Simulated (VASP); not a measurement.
These are PBE GGA, VASP's PBE PAW potentials (set 64) (plane waves; VASP 6.6.1) values and carry that method's errors.

Gaps are without spin-orbit coupling.

**Question.** Order these relaxed crystals by band gap, smallest first: BAs, F-43m (216); BN, P6_3/mmc (194); CuCl, F-43m (216); LiF, Fm-3m (225).

**Answer.** CuCl, F-43m (216) (0.54 eV), BAs, F-43m (216) (1.20 eV), BN, P6_3/mmc (194) (4.47 eV), LiF, Fm-3m (225) (8.91 eV)
